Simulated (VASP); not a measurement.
Input:

```
Sb
1.0
    2.17706     1.25693     3.82988
   -2.17706     1.25693     3.82988
    0.00000    -2.51386     3.82988
Sb
2
Cartesian
  0.00000   0.00000   3.08221
  0.00000   0.00000   8.40743
```

All values below come from PBE GGA, VASP's PBE PAW potentials (set 64) (plane waves; VASP). Run with 300 eV cut-off, 6×6×6 Γ-centred mesh shifted by (0.5, 0.5, 0.5), first-order Methfessel-Paxton smearing of 0.27 eV, potentials Sb.

### Question
Which forces act on the atoms, in eV/Å?

### Answer

```tsv
atom	Fx	Fy	Fz
Sb1	0.000	0.000	-0.152
Sb2	0.000	0.000	0.152
```

### Question
Give the stress tensor in GPa (positive for a compressed cell).

### Answer

```
1.15  0.00  0.00
0.00  1.15  0.00
0.00  0.00  0.64
```
The pressure is its mean diagonal, 0.98 GPa.

The structure comes from a computed database's Sb entry; how it stands against other phases isn't given here. The cell was not relaxed at this level.
